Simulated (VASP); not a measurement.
Data:

```
AuZn
1.0
    3.15000     0.00000     0.00000
    0.00000     3.15000     0.00000
    0.00000     0.00000     3.15000
Zn Au
1 1
Cartesian
  1.57500   1.57500   1.57500
  0.00000   0.00000   0.00000
```

The numbers are results of PBE GGA, VASP's PBE PAW potentials (set 64) (plane waves; VASP 6.6.1), not measurements. Numerical set-up: 520 eV cut-off, 10×10×10 Γ-centred mesh, first-order Methfessel-Paxton smearing of 0.10 eV, potentials Zn Au.

Energy and stress use the plane-wave basis of the starting cell.

Question: The ions, cell shape and volume are relaxed. What does this cell relax into?

Answer: 
```
AuZn
1.0
    3.18601     0.00000     0.00000
    0.00000     3.18601     0.00000
    0.00000     0.00000     3.18601
Zn Au
1 1
Cartesian
  1.59300   1.59300   1.59300
  0.00000   0.00000   0.00000
```
Space group Pm-3m (221), at a tolerance of 0.03 Å.

Question: How do energy and volume change from the first to the last step?

Answer: The energy (σ→0) changes by -7.2 meV/atom and the volume by +3.5 %, in 3 ionic steps.

The compound is AuZn in the CsCl type structure. This run relaxes it. Symmetry was kept, so distortions that lower it aren't found. The electron count is odd and the run is not spin-polarised, which forces a metal.
